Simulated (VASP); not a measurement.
Consider the following.

```
CELL_PARAMETERS angstrom
      3.45911     0.00000     0.00000
      0.00000     3.45911     0.00000
      0.00000     0.00000     3.45911
ATOMIC_POSITIONS crystal
  Si 0.00000 0.00000 0.00000
  Ni 0.00000 0.50000 0.50000
  Ni 0.50000 0.00000 0.50000
  Ni 0.50000 0.50000 0.00000
```

Computed with PBEsol GGA, VASP's PBE PAW potentials (set 64) (plane waves; VASP). Run with 480 eV cut-off, 8×8×8 Γ-centred mesh, first-order Methfessel-Paxton smearing of 0.10 eV, potentials Si Ni.

Each row applies one change to this cell, which was relaxed at other settings and keeps the small stress of the first row; at a fixed cut-off the stress holds a Pulay part, so it need not integrate to ΔE exactly. Stress is in GPa, positive when the cell is compressed.

```csv
change,ΔE (meV/atom),σxx,σyy,σzz,"largest shear component, with its sign (GPa)",largest force (eV/Å)
none,0.0,0.49,0.49,0.49,0.00,0.000
biaxial strain of -1.0 % in the xz plane,4.3,6.21,4.32,6.21,0.00,0.000
atom 2 (Ni) moved by -0.025 Å along z,0.8,0.54,0.51,0.53,0.00,0.249
atom 1 (Si) moved by 0.075 Å along z,4.3,0.79,0.79,0.91,0.00,0.466
uniaxial strain of +2.0 % along y,3.8,-2.89,-6.26,-2.89,0.00,0.000
biaxial strain of -3.0 % in the yz plane,36.6,13.13,19.73,19.73,0.00,0.000
biaxial strain of +3.0 % in the xy plane,26.5,-13.11,-13.11,-9.15,0.00,0.000
```

Failed runs are left out, and for metals the shear rows, which the mesh's noise covers.

The compound is Ni3Si in the L1_2 structure. The run is not spin-polarised, so no magnetic state was tried.
